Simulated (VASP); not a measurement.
A convergence study with VASP on Ni₃Al (L1_2): one setting is varied, all else stays as given below, so the limit is that of these other settings. Each run relaxes cell and ions from the cell shown. The basis is that of the starting cell, so low cut-offs carry a Pulay error.

```xyz
4
Lattice="3.5700 0.0000 0.0000 0.0000 3.5700 0.0000 0.0000 0.0000 3.5700" Properties=species:S:1:pos:R:3 pbc="T T T"
Al     0.0000     0.0000     0.0000
Ni     0.0000     1.7850     1.7850
Ni     1.7850     0.0000     1.7850
Ni     1.7850     1.7850     0.0000
```
Starting moments (μB, in the order of the record's atoms Al Ni Ni Ni): 0.0 0.5 0.5 0.5.

All values below come from PBE GGA, VASP's PBE PAW potentials (set 64) (plane waves; VASP). The tightest run used: 700 eV cut-off, 8×8×8 Γ-centred mesh, first-order Methfessel-Paxton smearing of 0.10 eV, potentials Al Ni.

The settings run are ENCUT = 200; ENCUT = 250; ENCUT = 300; ENCUT = 350; ENCUT = 400; ENCUT = 450; ENCUT = 500; ENCUT = 550; ENCUT = 600; ENCUT = 650; ENCUT = 700. From which on does the relaxed volume stay within 0.1 Å³/atom of the tightest run?

From ENCUT = 300 on: it is off by 0.010 there and by no more than 0.1 in any finer run, while ENCUT = 250 is off by 0.410.
| setting | relaxed volume (Å³/atom) | E (eV/atom) | moment (μB) | plane waves | difference judged (Å³/atom) |
|---|---|---|---|---|---|
| ENCUT = 200 | 9.717 | -5.5692 | 0.012 | 304 | 1.629 |
| ENCUT = 250 | 10.936 | -5.4599 | 0.002 | 437 | 0.410 |
| ENCUT = 300 | 11.336 | -5.4795 | 0.761 | 554 | 0.010 |
| ENCUT = 350 | 11.324 | -5.4775 | 0.759 | 691 | 0.022 |
| ENCUT = 400 | 11.320 | -5.4744 | 0.756 | 852 | 0.026 |
| ENCUT = 450 | 11.338 | -5.4733 | 0.756 | 1021 | 0.008 |
| ENCUT = 500 | 11.347 | -5.4734 | 0.757 | 1189 | 0.001 |
| ENCUT = 550 | 11.345 | -5.4733 | 0.757 | 1357 | 0.001 |
| ENCUT = 600 | 11.343 | -5.4732 | 0.756 | 1568 | 0.003 |
| ENCUT = 650 | 11.344 | -5.4731 | 0.756 | 1747 | 0.002 |
| ENCUT = 700 | 11.346 | -5.4732 | 0.756 | 1936 | 0.000 |

Left out are rungs that failed or repeat a setting and relaxations that didn't move; long series are thinned to 24 rows.

The compound is Ni3Al in the L1_2 structure.
